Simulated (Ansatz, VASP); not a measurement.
# Cross-check of Sr4Li8Al14Si10O49 between VASP and Ansatz

One calculation is typed for both programs; each brings its own data sets. How far apart do they land? Of the first pair: The structure shown is frame 111 of Ansatz's trajectory.

Calculated with Ansatz 0.2.0; plane waves, with VASP 6.6.1 beside it; single point at PBE.

## (1) Starting point

The cell holds 85 atoms: 10 Si, 14 Al, 8 Li, 4 Sr and 49 O. Its edges and angles: a = 10.152 Å, b = 10.152 Å, c = 10.152 Å, α = 90.0°, β = 90.0°, γ = 90.0°. As first built, before any earlier steps moved the atoms (in the runner's words): 85 atoms (10 Si, 14 Al, 8 Li, 4 Sr, 49 O) placed at random at 2.93 g/cm^3, melted at 4000 K for 10 ps at fixed volume with the Morse and Coulomb pair potential with partial charges (Pedone, Malavasi, Menziani, Cormack and Segre, J. Phys. Chem. B 110, 11780 (2006)). Quenched from 4000 K to 300 K at 6 K/ps and fixed volume, held 5 ps, then minimised at fixed cell.

## (2) Ansatz: dynamics, PBE

Ansatz runs on its default PAW (the set named soft_2) files.

One frame of this run of dynamics is then solved in both programs, so the motion causes no difference.

input.yaml reads:

```yaml
crystal:
  lattice:
    - [10.1517, 0.0, 0.0]
    - [0.0, 10.1517, 0.0]
    - [0.0, 0.0, 10.1517]
  atoms:
    - { symbol: Si, position: [0.60666, 0.44243, 0.51993] }
    - { symbol: Si, position: [0.16308, 0.00506, 0.88702] }
    - { symbol: Si, position: [0.7958, 0.18236, 0.75896] }
    - { symbol: Si, position: [0.51736, 0.11611, 0.27874] }
    - { symbol: Si, position: [0.5731, 0.64883, 0.31082] }
    - { symbol: Si, position: [0.59902, 0.33502, 0.93028] }
    - { symbol: Si, position: [0.89203, 0.3748, 0.40271] }
    - { symbol: Si, position: [0.05213, 0.85673, 0.34896] }
    - { symbol: Si, position: [0.26827, 0.30692, 0.28812] }
    - { symbol: Si, position: [0.24946, 0.70307, 0.62635] }
    - { symbol: Al, position: [0.99414, 0.85092, 0.65499] }
    - { symbol: Al, position: [0.9398, 0.50138, 0.99375] }
    - { symbol: Al, position: [0.76647, 0.1325, 0.45214] }
    - { symbol: Al, position: [0.05951, 0.09879, 0.1729] }
    - { symbol: Al, position: [0.37004, 0.74805, 0.9086] }
    - { symbol: Al, position: [0.31094, 0.28664, 0.87491] }
    - { symbol: Al, position: [0.21876, 0.52896, 0.09004] }
    - { symbol: Al, position: [0.41928, 0.96212, 0.55096] }
    - { symbol: Al, position: [0.35441, 0.25909, 0.58821] }
    - { symbol: Al, position: [0.82482, 0.26448, 0.13085] }
    - { symbol: Al, position: [0.70717, 0.84701, 0.53416] }
    - { symbol: Al, position: [0.27795, 0.61571, 0.35785] }
    - { symbol: Al, position: [0.63251, 0.62543, 0.99315] }
    - { symbol: Al, position: [0.04314, 0.29749, 0.87076] }
    - { symbol: Li, position: [0.75087, 0.86062, 0.27832] }
    - { symbol: Li, position: [0.57561, 0.72161, 0.72098] }
    - { symbol: Li, position: [0.99021, 0.61334, 0.27657] }
    - { symbol: Li, position: [0.15855, 0.43024, 0.54744] }
    - { symbol: Li, position: [0.59724, 0.35794, 0.24039] }
    - { symbol: Li, position: [0.07052, 0.10021, 0.46713] }
    - { symbol: Li, position: [0.21097, 0.51527, 0.81401] }
    - { symbol: Li, position: [0.434, 0.5045, 0.71828] }
    - { symbol: Sr, position: [0.86363, 0.55723, 0.68588] }
    - { symbol: Sr, position: [0.86196, 0.89047, 0.01888] }
    - { symbol: Sr, position: [0.5371, 0.00607, 0.85142] }
    - { symbol: Sr, position: [0.32674, 0.88534, 0.18193] }
    - { symbol: O, position: [0.30351, 0.83755, 0.57098] }
    - { symbol: O, position: [0.56118, 0.88711, 0.61811] }
    - { symbol: O, position: [0.5669, 0.49947, 0.37191] }
    - { symbol: O, position: [0.06573, 0.94295, 0.78296] }
    - { symbol: O, position: [0.64645, 0.18793, 0.33568] }
    - { symbol: O, position: [0.15394, 0.23739, 0.20788] }
    - { symbol: O, position: [0.73942, 0.14573, 0.62005] }
    - { symbol: O, position: [0.62249, 0.65051, 0.16198] }
    - { symbol: O, position: [0.47098, 0.24612, 0.90027] }
    - { symbol: O, position: [0.54316, 0.75511, 0.91508] }
    - { symbol: O, position: [0.09918, 0.00042, 0.03173] }
    - { symbol: O, position: [0.70734, 0.30869, 0.81682] }
    - { symbol: O, position: [0.02445, 0.90246, 0.49664] }
    - { symbol: O, position: [0.93794, 0.32177, 0.00917] }
    - { symbol: O, position: [0.26836, 0.46904, 0.25599] }
    - { symbol: O, position: [0.28152, 0.58559, 0.52481] }
    - { symbol: O, position: [0.12115, 0.98774, 0.28979] }
    - { symbol: O, position: [0.37054, 0.10046, 0.64171] }
    - { symbol: O, position: [0.80172, 0.5951, 0.95794] }
    - { symbol: O, position: [0.25154, 0.40329, 0.9809] }
    - { symbol: O, position: [0.82881, 0.80208, 0.65015] }
    - { symbol: O, position: [0.93347, 0.8114, 0.25928] }
    - { symbol: O, position: [0.84617, 0.38626, 0.25344] }
    - { symbol: O, position: [0.28892, 0.35666, 0.71883] }
    - { symbol: O, position: [0.50393, 0.33358, 0.5561] }
    - { symbol: O, position: [0.32604, 0.66846, 0.7644] }
    - { symbol: O, position: [0.77494, 0.06849, 0.86337] }
    - { symbol: O, position: [0.75522, 0.97045, 0.43134] }
    - { symbol: O, position: [0.55235, 0.48457, 0.93428] }
    - { symbol: O, position: [0.42341, 0.69633, 0.31573] }
    - { symbol: O, position: [0.29878, 0.91588, 0.9] }
    - { symbol: O, position: [0.09633, 0.70722, 0.66019] }
    - { symbol: O, position: [0.05332, 0.56106, 0.09937] }
    - { symbol: O, position: [0.25377, 0.28483, 0.4455] }
    - { symbol: O, position: [0.00208, 0.47404, 0.44] }
    - { symbol: O, position: [0.15497, 0.73234, 0.33684] }
    - { symbol: O, position: [0.40948, 0.23929, 0.24958] }
    - { symbol: O, position: [0.53214, 0.0256, 0.15399] }
    - { symbol: O, position: [0.30181, 0.67055, 0.04159] }
    - { symbol: O, position: [0.18097, 0.16884, 0.87643] }
    - { symbol: O, position: [0.5996, 0.55368, 0.62998] }
    - { symbol: O, position: [0.66466, 0.72965, 0.40767] }
    - { symbol: O, position: [0.91808, 0.22091, 0.4293] }
    - { symbol: O, position: [0.02942, 0.46923, 0.84251] }
    - { symbol: O, position: [0.66891, 0.30145, 0.06686] }
    - { symbol: O, position: [0.44854, 0.02621, 0.39253] }
    - { symbol: O, position: [0.94483, 0.22947, 0.75315] }
    - { symbol: O, position: [0.76203, 0.40629, 0.49909] }
    - { symbol: O, position: [0.8924, 0.11487, 0.1638] }
kpoints:
  mp_grid: { grid: [1, 1, 1] }
hamiltonian:
  xc: pbe
scf:
  occupations: { method: fixed }
output:
  forces: true
md:
  timestep: 1.0
  n_steps: 334
  ensemble: nve
  temperature: 600
  initial_velocities: maxwell_boltzmann
  seed: 4912
```

The run is started by

```console
$ ansatz run input.yaml --threads 4 --pin off --max-ram 8192MiB --backend cpu --events-out ev --progress --plain --runs-dir out
```

Numbers of over 12 decimals in the logs are rounded to 6 here.

What it wrote:

```text
Warning: md: disabling space-group detection — thermal motion breaks the input geometry's symmetry, so no spatial operation reduces the k-mesh or symmetrises the density; time reversal is kept, so that k and −k are solved as one point where they differ and the mesh holds both, and exact exchange and, on two spinor components, a DFT+U term hold to it where the run has them: on two components no moment then forms, and  [...]
Engine: ansatz 0.2.0, aarch64-unknown-linux-gnu
Pseudopotentials: kind: paw
Pseudopotential: Si, paw, valence charge 4, recommended cutoff 420 eV (normal), Si.paw.azcp
Pseudopotential: Al, paw, valence charge 3, recommended cutoff 420 eV (normal), Al.paw.azcp
Pseudopotential: Li, paw, valence charge 3, recommended cutoff 420 eV (normal), Li.paw.azcp
Pseudopotential: Sr, paw, valence charge 10, recommended cutoff 420 eV (normal), Sr.paw.azcp
Pseudopotential: O, paw, valence charge 6, recommended cutoff 420 eV (normal), O.paw.azcp
Functional definition: PBE
  parameter kappa = 0.804
  parameter beta = 0.066725
  exchange = pbe_x(kappa = kappa, mu = beta*pi^2/3)
  correlation = pbe_c(beta = beta)
Crystal: 85 atoms, lattice volume = 1046.204 Å³
Basis set: ecut = 420 eV, 20341 PW (Γ), exchange–correlation on 144×144×144 points (8 copies of the dense FFT grid, shifted against one another)
Bands: 305, of which v1, the nominal top of the filled ones, is band 220 counted from 1 (219 counted from 0)
Symmetry: 1 space group operations
k-points: 1
Non-local potential: Si, projectors of the file, l = 0: 2, l = 1: 2, l = 2: 2
Non-local potential: Al, projectors of the file, l = 0: 2, l = 1: 2, l = 2: 1
Non-local potential: Li, projectors of the file, l = 0: 3, l = 1: 2, l = 2: 1
Non-local potential: Sr, projectors of the file, l = 0: 3, l = 1: 2, l = 2: 2
Non-local potential: O, projectors of the file, l = 0: 2, l = 1: 2, l = 2: 1
PAW form: soft (Blöchl's): semilocal exchange-correlation on the pseudo side does not see the compensation charge
PAW one-centre angular grid: Si, 110 points (default); XC on 64 Gauss nodes
PAW one-centre angular grid: Al, 110 points (default); XC on 64 Gauss nodes
PAW one-centre angular grid: Li, 110 points (default); XC on 64 Gauss nodes
PAW one-centre angular grid: Sr, 110 points (default); XC on 64 Gauss nodes
PAW one-centre angular grid: O, 110 points (default); XC on 64 Gauss nodes
Initial density: superposition of atomic densities (neutral atoms: chi_scale 0, normalization atom), corrected by the library's trained network
Initial wavefunctions: pseudopotential atomic-orbital guess
Functional: x = pbe(κ = 0.804, μ = 0.219515), c = pbe(β = 0.066725)
SCF iter   1: F=—  HF=-57611.669681 eV  |F-HF|=—  |Δ(HF+E_count)|=         —  Δρ=1.97e-3  dr2=6.46e-2  ethr=1.77e-3  ⟨swp⟩=6.0  Hψ=1052  notcnv=0  defer=83
preconditioner: auto → Resta (q_TF=auto, 2.362 Å⁻¹)  ε∞=3.2  [insulator: Δε(μ)=3.519 eV  Ē_g=15.850 eV  n_scr=250 (ndim 8)  ℏωp=23.4 eV  f_vac=0.063  ε∞_Penn≈3.2]
SCF iter   2: F=—  HF=-57611.680681 eV  |F-HF|=—  |Δ(HF+E_count)|=   1.10e-2  Δρ=1.04e-3  dr2=1.60e-2  ethr=1.47e-5  ⟨swp⟩=4.0  Hψ=536  notcnv=0  defer=83
SCF iter   3: F=—  HF=-57611.681900 eV  |F-HF|=—  |Δ(HF+E_count)|=   1.22e-3  Δρ=5.05e-4  dr2=4.18e-3  ethr=3.63e-6  ⟨swp⟩=3.0  Hψ=402  notcnv=0  defer=64
automatic band count: iteration 3 solves 286 bands in place of 305: the levels show a gap, and the empty bands left out lie too high to hold charge; the band table lists the bands solved (type scf.n_extra_bands for more)
SCF iter   4: F=—  HF=-57611.681653 eV  |F-HF|=—  |Δ(HF+E_count)|=   2.46e-4  Δρ=1.63e-4  dr2=2.98e-4  ethr=9.49e-7  ⟨swp⟩=3.0  Hψ=388  notcnv=0  defer=64
SCF iter   5: F=—  HF=-57611.681657 eV  |F-HF|=—  |Δ(HF+E_count)|=   4.05e-6  Δρ=8.71e-5  dr2=7.28e-5  ethr=6.77e-8  ⟨swp⟩=2.0  Hψ=385  notcnv=0  defer=64
SCF iter   6: F=—  HF=-57611.683264 eV  |F-HF|=—  |Δ(HF+E_count)|=   1.61e-3  Δρ=3.34e-5  dr2=1.01e-5  ethr=1.65e-8  ⟨swp⟩=3.0  Hψ=494  notcnv=0  defer=64
SCF iter   7: F=—  HF=-57611.683265 eV  |F-HF|=—  |Δ(HF+E_count)|=   1.85e-6  Δρ=1.03e-5  dr2=1.20e-6  ethr=2.29e-9  ⟨swp⟩=2.0  Hψ=385  notcnv=0  defer=64
SCF iter   8: F=—  HF=-57611.683267 eV  |F-HF|=—  |Δ(HF+E_count)|=   1.35e-6  Δρ=8.47e-6  dr2=6.10e-7  ethr=2.72e-10  ⟨swp⟩=2.0  Hψ=418  notcnv=0  defer=64
SCF iter   9: F=-57611.683267 eV  HF=-57611.683267 eV  |F-HF|=2.98e-8  |Δ(HF+E_count)|=   1.73e-8  Δρ=1.52e-6  dr2=2.82e-8  ethr=1.93e-11  ⟨swp⟩=3.0  Hψ=985  notcnv=0
SCF 1 converged in 9 iterations: F = -57611.683267 eV  dr2 = 2.82e-8
[...]
md step   329: t =   329.00 fs  T =   490.1 K  F+E_penalty+E_count = -57610.48623166 eV  E_kin = 5.320923 eV  conserved = -57605.16530914 eV  (3 SCF iters)
[...]
md step   330: t =   330.00 fs  T =   477.6 K  F+E_penalty+E_count = -57610.35026317 eV  E_kin = 5.185892 eV  conserved = -57605.16437106 eV  (8 SCF iters)
[...]
md step   331: t =   331.00 fs  T =   464.3 K  F+E_penalty+E_count = -57610.20495918 eV  E_kin = 5.041629 eV  conserved = -57605.16332994 eV  (4 SCF iters)
[...]
md step   332: t =   332.00 fs  T =   451.7 K  F+E_penalty+E_count = -57610.06665255 eV  E_kin = 4.904316 eV  conserved = -57605.16233649 eV  (4 SCF iters)
[...]
md step   333: t =   333.00 fs  T =   441.1 K  F+E_penalty+E_count = -57609.95085736 eV  E_kin = 4.789312 eV  conserved = -57605.16154561 eV  (4 SCF iters)
[...]
md step   334: t =   334.00 fs  T =   433.7 K  F+E_penalty+E_count = -57609.86989276 eV  E_kin = 4.708815 eV  conserved = -57605.16107793 eV  (8 SCF iters)
SCF converged after 8 iterations
Free energy (F): -57609.869893 eV
Harris-Foulkes:  -57609.869893 eV  (|F-HF|=9.10e-9)
Internal energy: -57609.869893 eV  (E = F + TS)
E sigma→0 (E₀):  -57609.869893 eV
Fermi energy:    4.763319 eV
--- Per-component energies (eV) ---
  E_band       = -2023.775057
  E_kinetic    = 10685.677542
  E_local      = -25697.833074  (includes V_loc(G=0)·N_el)
  E_nonlocal   = 3273.853980
  E_hartree    = 9080.357984
  E_xc         = -5559.106160
  E_vxc        = -6318.570051  (∫ρ·V_xc dr)
  E_paw        = -30396.560928  (= ΣΔE_a)
  E_vpaw       = -2127.743063  (= ΣTr[D̂ρ^β])
  E_aug_tail   = 0.123719  (compensation charges beyond the density's cutoff)
  E_ewald      = -18996.382954
  E_smearing   = -0.000000  (= −TS)
  E_closure    = 0.000000  (closes the sum)
  Σ components = -57609.869893   (vs F -57609.869893, Δ=0.00e0)
--- Forces (eV/Å), atoms counted from 1 ---
  atom   1  Si     0.17368097    -0.60120509     0.41979045
  atom   2  Si    -1.33894387    -0.19579063    -1.16845528
  atom   3  Si    -0.16357426    -0.42960600    -1.09685721
  atom   4  Si     0.80942160    -2.35706624    -1.12921071
  atom   5  Si     3.80463852    -0.34729129     0.51869146
  atom   6  Si    -1.49149347     0.40110776    -0.91019645
  atom   7  Si     1.31875517    -3.59920146    -0.48445444
  atom   8  Si    -2.39927160     0.51594977    -1.37512424
  atom   9  Si    -0.45670738     1.07416356    -2.62581911
  atom  10  Si     0.59318206    -2.32328382     0.64319992
  atom  11  Al     1.58406904     1.62494160     0.20889830
  atom  12  Al     0.84567714     1.39336684     1.39319713
  atom  13  Al     0.56551116     0.25449653    -0.35526891
  atom  14  Al    -1.07024189    -0.03413038    -0.48215634
  atom  15  Al    -0.65435338    -0.58871648     0.58840440
  atom  16  Al    -0.73041933    -0.40690812    -1.23668419
  atom  17  Al     0.63183362    -3.11263689    -0.32937733
  atom  18  Al    -0.30584556     0.75281786    -0.56968696
  atom  19  Al    -1.78583589    -0.66640094     0.08230306
  atom  20  Al     0.65911112     1.89814950     0.30648452
  atom  21  Al    -0.24390848    -0.34744901    -0.74837527
  atom  22  Al     0.75861205    -1.96765286     1.52894451
  atom  23  Al    -0.74507608     0.28550580     1.39055294
  atom  24  Al     0.66553198    -1.96396959     1.02986069
[...]
atom  78  O     -0.20548798    -0.30064966     0.39963099
  atom  79  O     -0.23515688     1.31865767    -0.31729555
  atom  80  O     -0.84029469     1.28919465    -0.23368045
  atom  81  O      0.03168170    -0.48009200    -1.60757876
  atom  82  O      0.41157019     0.87429786     1.17969550
  atom  83  O     -1.24405474    -0.33173720     0.02779798
  atom  84  O     -2.38129204     1.12349666     2.17721310
  atom  85  O      0.84547693    -0.93391125    -0.09966772
  max |Σ_I F_I| component: 4.94e-5 eV/Å
--- MD trajectory: 334 steps, t = 0.0 → 334.0 fs ---
  final state: T = 433.7 K   F+E_penalty+E_count = -57609.86989276 eV   E_kin = 4.708815 eV
  conserved energy: peak-to-peak 8.225e-3 eV (9.677e-5 eV/atom) over 334.0 fs
```

In the SCF lines HF is the Harris–Foulkes energy and dr2 the Hartree energy of the density residual, in eV; the loop may stop once dr2 is under the threshold and the program's other checks hold. Hψ counts applications of the Hamiltonian.

[end of part 1 of 4]

[Lines on the potential files, build, host, timing and source positions are cut from VASP's logs without a mark.]

[Logs are printed without paths, hosts, clocks, repeated set-up lines and the standing remarks that a program may print on its own settings, such as how far it seeks lower states.]

[Hosts, paths, dates, database ids (printed as entryN), source tags and the programs' standing remarks are cut or masked in the printed files.]
